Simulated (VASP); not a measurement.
Computed with PBEsol GGA, VASP's PBE PAW potentials (set 64) (plane waves; VASP).

Input for VASP

### INCAR
```
ALGO = Normal
EDIFF = 1E-7
EDIFFG = -0.01
ENCUT = 480
GGA = PS
IBRION = 2
ISIF = 3
ISMEAR = 1
LASPH = .True.
LCHARG = .False.
LREAL = .False.
LWAVE = .False.
NELM = 100
NSW = 40
PREC = Accurate
PSTRESS = 200
SIGMA = 0.1
SYSTEM = P
```

POSCAR:
```
P
1.0
  4.3970646289   0.0000000044   0.0000000000
 -2.1985318053   3.8079688550   0.0000000000
  0.0000000000   0.0000000000   2.4647171138
P
3
Cartesian
  0.0000000000   0.0000000000   0.0000000000
 -0.0000018591   2.5386471741   1.2323585569
  2.1985346827   1.2693216853   1.2323585569
```

**KPOINTS**
```
Automatic mesh
0
Gamma
8 8 12
0 0 0
```

POTCAR, in this order: P (PBE.64 set). Program: vasp_std.

Energy and stress use the plane-wave basis of the starting cell.

### Question
Predict the energy per atom (σ→0), volume per atom, band gap (on the k-mesh).

### Answer

```
Item                                                        Result
------------------------  ----------------------------------------
energy per atom (σ→0)                               -5.115 eV/atom
band gap (on the k-mesh)  none (metal, semimetal or under 0.01 eV)
volume per atom                                      11.93 Å³/atom
```

**OSZICAR**
```
...
DAV:   7    -0.153430914339E+02    0.57682E-08   -0.57737E-08   881   0.202E-03
   6 F= -.10876493E+02 E0= -.10876567E+02  d E =-.997881E-02
       N       E                     dE             d eps       ncg     rms          rms(c)
DAV:   1    -0.153437874740E+02   -0.69603E-03   -0.78315E-04  1697   0.203E-01    0.204E-02
DAV:   2    -0.153437807370E+02    0.67370E-05   -0.34644E-05  1818   0.512E-02    0.105E-02
DAV:   3    -0.153437763746E+02    0.43624E-05   -0.85685E-06  1773   0.217E-02    0.140E-03
DAV:   4    -0.153437764057E+02   -0.31160E-07   -0.69605E-07  1676   0.688E-03
   7 F= -.10876515E+02 E0= -.10876589E+02  d E =-.100011E-01
```

The structure was generated: P was put into the omega type (P6/mmm), which need not be its known phase. This run relaxes it under an external pressure of 20 GPa. Symmetry was kept, so distortions that lower it aren't found. VASP warned that the highest band is occupied, so more bands are needed.
